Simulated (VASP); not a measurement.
Computed with r2SCAN+rVV10, VASP's PBE PAW potentials (set 64) (plane waves; VASP 6.6.1).

VASP input:

POSCAR:
```
SnO
1
    3.7220445789     0.0000000000     0.0000000000
    0.0000000000     3.7220445789     0.0000000000
    0.0000000000     0.0000000000     4.6543371140
Sn O
2 2
Direct
  0.5000000000   0.0000000000   0.7577201287
  0.0000000000   0.5000000000   0.2422798713
  0.5000000000   0.5000000000   0.0000000000
  0.0000000000   0.0000000000   0.0000000000
```

### INCAR
```
! general
SYSTEM    =  SnO
PREC      =  Accurate
ENCUT     =  520
LREAL     =  .FALSE.   ! projection in real space or not
LASPH     =  .TRUE.   ! aspherical one-centre terms

! electronic loop
EDIFF     =  1E-7
NELM      =  100
ALGO      =  Normal   ! blocked Davidson
LMAXMIX   =  4   ! l cut-off of mixed one-centre charges
LMIXTAU   =  .TRUE.

! smearing
ISMEAR    =  0
SIGMA     =  0.05   ! width (eV)

! functional
METAGGA   =  R2SCAN
LUSE_VDW  =  .TRUE.
BPARAM    =  11.95
CPARAM    =  0.0093

! ions
IBRION    =  2   ! conjugate gradients
NSW       =  30
ISIF      =  4   ! ions and shape, fixed volume
EDIFFG    =  -0.01   ! ionic stop

! output
LWAVE     =  .FALSE.
LCHARG    =  .FALSE.
```

File KPOINTS:
```
Automatic mesh
0
Gamma
6 6 5
0 0 0
```

POTCAR, in this order: Sn_d O (PBE.64 set). Program: vasp_std.

The resulting files:

File OUTCAR:
```
 ion  position               nearest neighbor table
   1  0.500  0.000  0.758-   3 2.18   4 2.18   3 2.18   4 2.18   2 3.47   2 3.47   2 3.47   2 3.47
                             2 3.56   2 3.56   2 3.56   2 3.56
   2  0.000  0.500  0.242-   3 2.18   4 2.18   4 2.18   3 2.18   1 3.47   1 3.47   1 3.47   1 3.47
                             1 3.56   1 3.56   1 3.56   1 3.56
   3  0.500  0.500  0.000-   1 2.18   2 2.18   1 2.18   2 2.18
   4  0.000  0.000  0.000-   1 2.18   2 2.18   2 2.18   1 2.18
  LATTYP: Found a simple tetragonal cell.
 ALAT       =     3.7220445789
 C/A-ratio  =     1.2504786053
 Subroutine PRICEL returns:
 Original cell was already a primitive cell.
 Subroutine GETGRP returns: Found 16 space group operations
The static configuration has the point symmetry D_2d.
 The point group associated with its full space group is D_4h.
The dynamic configuration has the point symmetry D_2d.
 Subroutine INISYM returns: Found 16 space group operations
 Subroutine IBZKPT returns following result:
 Found     30 irreducible k-points:

 Following reciprocal coordinates:
            Coordinates               Weight
  0.000000  0.000000  0.000000      1.000000
  0.166667  0.000000  0.000000      4.000000
  0.333333  0.000000  0.000000      4.000000
  0.500000  0.000000  0.000000      2.000000
  0.166667  0.166667  0.000000      4.000000
  0.333333  0.166667  0.000000      8.000000
  0.500000  0.166667  0.000000      4.000000
  0.333333  0.333333  0.000000      4.000000
  0.500000  0.333333  0.000000      4.000000
  0.500000  0.500000  0.000000      1.000000
  0.000000  0.000000  0.200000      2.000000
  0.166667  0.000000  0.200000      8.000000
  0.333333  0.000000  0.200000      8.000000
  0.500000  0.000000  0.200000      4.000000
  0.166667  0.166667  0.200000      8.000000
  0.333333  0.166667  0.200000     16.000000
  0.500000  0.166667  0.200000      8.000000
  0.333333  0.333333  0.200000      8.000000
...
```

**OSZICAR**
```
       N       E                     dE             d eps       ncg     rms          rms(c)
DAV:   1     0.364184229436E+03    0.36418E+03   -0.21361E+04  1440   0.270E+03
DAV:   2    -0.229878764278E+02   -0.38717E+03   -0.38075E+03  1552   0.592E+02
DAV:   3    -0.757229916587E+02   -0.52735E+02   -0.52185E+02  1744   0.196E+02
DAV:   4    -0.776630169865E+02   -0.19400E+01   -0.19366E+01  1616   0.417E+01
DAV:   5    -0.777183760903E+02   -0.55359E-01   -0.55356E-01  1896   0.708E+00    0.112E+01
DAV:   6    -0.670770604007E+02    0.10641E+02   -0.14127E+01  2224   0.552E+01    0.429E+00
DAV:   7    -0.651235328097E+02    0.19535E+01   -0.23119E+00  1768   0.117E+01    0.257E+00
DAV:   8    -0.683026613289E+02   -0.31791E+01   -0.14035E+00  1696   0.123E+01    0.104E+00
DAV:   9    -0.655631334150E+02    0.27395E+01   -0.66825E-01  1512   0.641E+00    0.388E-01
DAV:  10    -0.657275699344E+02   -0.16444E+00   -0.17487E-01  1608   0.348E+00    0.291E-01
DAV:  11    -0.657284826933E+02   -0.91276E-03   -0.14650E-02  1536   0.106E+00    0.183E-01
DAV:  12    -0.657352434039E+02   -0.67607E-02   -0.72515E-03  1840   0.871E-01    0.338E-02
DAV:  13    -0.657366606364E+02   -0.14172E-02   -0.15135E-03  1896   0.455E-01    0.262E-02
DAV:  14    -0.657367086032E+02   -0.47967E-04   -0.28300E-04  2104   0.198E-01    0.778E-03
DAV:  15    -0.657368359130E+02   -0.12731E-03   -0.13897E-04  1576   0.114E-01    0.122E-02
DAV:  16    -0.657368458784E+02   -0.99654E-05   -0.23243E-05  2136   0.539E-02    0.406E-03
DAV:  17    -0.657368771427E+02   -0.31264E-04   -0.11827E-05  1488   0.299E-02    0.159E-03
DAV:  18    -0.657368819786E+02   -0.48359E-05   -0.28209E-06  1872   0.166E-02    0.123E-03
DAV:  19    -0.657368820648E+02   -0.86201E-07   -0.40076E-07  1384   0.764E-03
   1 F= -.65736882E+02 E0= -.65736632E+02  d E =-.657369E+02
       N       E                     dE             d eps       ncg     rms          rms(c)
DAV:   1    -0.656975331763E+02    0.39349E-01   -0.24252E+01  1736   0.337E+01    0.122E+00
DAV:   2    -0.657790230351E+02   -0.81490E-01   -0.78010E-01  2136   0.795E+00    0.480E-01
DAV:   3    -0.657849529546E+02   -0.59299E-02   -0.25964E-02  1680   0.153E+00    0.317E-01
DAV:   4    -0.657830213731E+02    0.19316E-02   -0.74471E-03  1680   0.776E-01    0.121E-01
DAV:   5    -0.657846595744E+02   -0.16382E-02   -0.52578E-03  1496   0.601E-01    0.381E-02
DAV:   6    -0.657854149785E+02   -0.75540E-03   -0.10012E-03  1488   0.287E-01    0.208E-02
DAV:   7    -0.657854776317E+02   -0.62653E-04   -0.62352E-05  1776   0.843E-02    0.141E-02
DAV:   8    -0.657854746476E+02    0.29841E-05   -0.51104E-05  1672   0.640E-02    0.385E-03
DAV:   9    -0.657854929270E+02   -0.18279E-04   -0.13690E-05  1600   0.405E-02    0.231E-03
DAV:  10    -0.657854931811E+02   -0.25405E-06   -0.69693E-07  1552   0.758E-03    0.650E-04
DAV:  11    -0.657854932688E+02   -0.87725E-07   -0.41960E-07  1296   0.560E-03
   2 F= -.65785493E+02 E0= -.65785240E+02  d E =-.486112E-01
       N       E                     dE             d eps       ncg     rms          rms(c)
DAV:   1    -0.657854492053E+02    0.43976E-04   -0.21296E-02  1736   0.937E-01    0.383E-02
DAV:   2    -0.657855342616E+02   -0.85056E-04   -0.69726E-04  2064   0.248E-01    0.137E-02
DAV:   3    -0.657855390061E+02   -0.47446E-05   -0.20112E-05  1608   0.410E-02    0.894E-03
DAV:   4    -0.657855379953E+02    0.10109E-05   -0.52206E-06  1744   0.251E-02    0.340E-03
DAV:   5    -0.657855386833E+02   -0.68806E-06   -0.36049E-06  1680   0.166E-02    0.114E-03
DAV:   6    -0.657855390839E+02   -0.40051E-06   -0.96588E-07  1472   0.987E-03    0.538E-04
DAV:   7    -0.657855391377E+02   -0.53860E-07   -0.46355E-08   944   0.232E-03
   3 F= -.65785539E+02 E0= -.65785287E+02  d E =-.486571E-01
       N       E                     dE             d eps       ncg     rms          rms(c)
DAV:   1    -0.658075889225E+02   -0.22050E-01   -0.10519E+00  1600   0.895E+00    0.879E-01
DAV:   2    -0.657974687937E+02    0.10120E-01   -0.37615E-02  1880   0.297E+00    0.549E-01
DAV:   3    -0.657909334474E+02    0.65353E-02   -0.95101E-03  2264   0.171E+00    0.767E-02
DAV:   4    -0.657909550409E+02   -0.21594E-04   -0.42191E-03  1648   0.657E-01    0.388E-02
DAV:   5    -0.657918007504E+02   -0.84571E-03   -0.98766E-04  1576   0.270E-01    0.239E-02
DAV:   6    -0.657918705030E+02   -0.69753E-04   -0.12306E-04  1616   0.110E-01    0.133E-02
DAV:   7    -0.657918770549E+02   -0.65519E-05   -0.26004E-05  1480   0.475E-02    0.427E-03
DAV:   8    -0.657918794312E+02   -0.23763E-05   -0.13862E-05  1568   0.384E-02    0.192E-03
DAV:   9    -0.657918839234E+02   -0.44922E-05   -0.42757E-06  1456   0.196E-02    0.161E-03
DAV:  10    -0.657918841262E+02   -0.20283E-06   -0.70443E-07  1360   0.802E-03    0.805E-04
DAV:  11    -0.657918842970E+02   -0.17074E-06   -0.16764E-07  1168   0.337E-03    0.345E-04
DAV:  12    -0.657918843113E+02   -0.14366E-07   -0.27359E-08   784   0.159E-03
   4 F= -.65791884E+02 E0= -.65791626E+02  d E =-.634517E-02
       N       E                     dE             d eps       ncg     rms          rms(c)
DAV:   1    -0.658085481391E+02   -0.16664E-01   -0.98411E-01  1592   0.866E+00    0.850E-01
DAV:   2    -0.657990818951E+02    0.94662E-02   -0.35515E-02  1912   0.289E+00    0.531E-01
DAV:   3    -0.657929811057E+02    0.61008E-02   -0.87646E-03  2296   0.165E+00    0.743E-02
DAV:   4    -0.657929877779E+02   -0.66722E-05   -0.38360E-03  1648   0.620E-01    0.367E-02
DAV:   5    -0.657937567804E+02   -0.76900E-03   -0.92497E-04  1568   0.261E-01    0.226E-02
DAV:   6    -0.657938286180E+02   -0.71838E-04   -0.11201E-04  1608   0.106E-01    0.123E-02
DAV:   7    -0.657938337003E+02   -0.50823E-05   -0.22752E-05  1488   0.439E-02    0.403E-03
DAV:   8    -0.657938352172E+02   -0.15169E-05   -0.12655E-05  1584   0.366E-02    0.190E-03
DAV:   9    -0.657938396125E+02   -0.43953E-05   -0.40211E-06  1456   0.191E-02    0.154E-03
DAV:  10    -0.657938397857E+02   -0.17316E-06   -0.63218E-07  1368   0.770E-03    0.766E-04
DAV:  11    -0.657938399475E+02   -0.16187E-06   -0.15056E-07  1136   0.322E-03    0.329E-04
DAV:  12    -0.657938399615E+02   -0.13924E-07   -0.26727E-08   752   0.156E-03
   5 F= -.65793840E+02 E0= -.65793574E+02  d E =-.830082E-02
       N       E                     dE             d eps       ncg     rms          rms(c)
DAV:   1    -0.657938633061E+02   -0.23359E-04   -0.16462E-03  1584   0.353E-01    0.348E-02
DAV:   2    -0.657938477224E+02    0.15584E-04   -0.59384E-05  2008   0.123E-01    0.217E-02
DAV:   3    -0.657938366995E+02    0.11023E-04   -0.14752E-05  2240   0.631E-02    0.296E-03
DAV:   4    -0.657938367553E+02   -0.55815E-07   -0.61507E-06  1656   0.243E-02    0.148E-03
DAV:   5    -0.657938380424E+02   -0.12871E-05   -0.15501E-06  1576   0.108E-02    0.891E-04
DAV:   6    -0.657938381755E+02   -0.13309E-06   -0.15951E-07  1056   0.421E-03    0.502E-04
DAV:   7    -0.657938381707E+02    0.47185E-08   -0.40615E-08   752   0.226E-03
   6 F= -.65793838E+02 E0= -.65793572E+02  d E =-.829903E-02
       N       E                     dE             d eps       ncg     rms          rms(c)
DAV:   1    -0.657937969857E+02    0.41190E-04   -0.12913E-02  1736   0.737E-01    0.317E-02
DAV:   2    -0.657938482525E+02   -0.51267E-04   -0.43534E-04  2072   0.201E-01    0.121E-02
DAV:   3    -0.657938495062E+02   -0.12537E-05   -0.12845E-05  1600   0.333E-02    0.764E-03
DAV:   4    -0.657938483358E+02    0.11703E-05   -0.38364E-06  1712   0.220E-02    0.271E-03
DAV:   5    -0.657938490590E+02   -0.72318E-06   -0.22655E-06  1480   0.129E-02    0.865E-04
DAV:   6    -0.657938494386E+02   -0.37961E-06   -0.47050E-07  1248   0.754E-03    0.427E-04
DAV:   7    -0.657938494858E+02   -0.47137E-07   -0.61548E-08   976   0.288E-03
   7 F= -.65793849E+02 E0= -.65793582E+02  d E =-.113150E-04
```

OUTCAR:
```
------------------------ aborting loop because EDIFF is reached ----------------------------------------
  FORCE on cell =-STRESS in cart. coord.  units (eV):
  Direction    XX          YY          ZZ          XY          YZ          ZX
  --------------------------------------------------------------------------------------
  Total        1.1069620      1.1069620      1.1201408      0.0000000      0.0000000      0.0000000
  in kB       27.5056761     27.5056761     27.8331403      0.0000000      0.0000000      0.0000000
  external PRESSURE =      27.6148308 kB  Pullay stress =       0.0000000 kB
  volume of cell :       64.48
      direct lattice vectors                 reciprocal lattice vectors
     3.763339434  0.000000000  0.000000000     0.265721447  0.000000000  0.000000000
     0.000000000  3.763339434 -0.000000000     0.000000000  0.265721447 -0.000000000
     0.000000000  0.000000000  4.552754103     0.000000000  0.000000000  0.219647268
 POSITION                                       TOTAL-FORCE (eV/Angst)
 -----------------------------------------------------------------------------------
      1.88167      0.00000      3.39907         0.000000      0.000000      0.005263
      0.00000      1.88167      1.15369        -0.000000     -0.000000     -0.005263
      1.88167      1.88167     -0.00000        -0.000000     -0.000000      0.000000
      0.00000      0.00000      4.55275         0.000000      0.000000      0.000000
 -----------------------------------------------------------------------------------
    total drift:                                0.000000      0.000000      0.000000
  FREE ENERGIE OF THE ION-ELECTRON SYSTEM (eV)
  ---------------------------------------------------
  free  energy   TOTEN  =       -65.7938494858 eV

  energy  without entropy=      -65.7933142813  energy(sigma->0) =      -65.79358188

 reached required accuracy - stopping structural energy minimisation
```
(Selected blocks of OUTCAR.)

File CONTCAR:
```
SnO
   1.00000000000000
     3.7633394338137869    0.0000000000000000    0.0000000000000000
     0.0000000000000000    3.7633394338137869   -0.0000000000000000
     0.0000000000000000    0.0000000000000000    4.5527541025280129
  Sn              O
     2     2
Direct
     0.5000000000000000    0.0000000000000000    0.7465959491848395
     0.0000000000000000    0.5000000000000000    0.2534040508151604
     0.5000000000000000    0.5000000000000000    0.0000000000000000
     0.0000000000000000    0.0000000000000000    1.0000000000000000
```

The compound is SnO in the litharge structure. This cell is one point of a volume scan, at 0.94 of the reference volume. Symmetry was kept, so distortions that lower it aren't found.
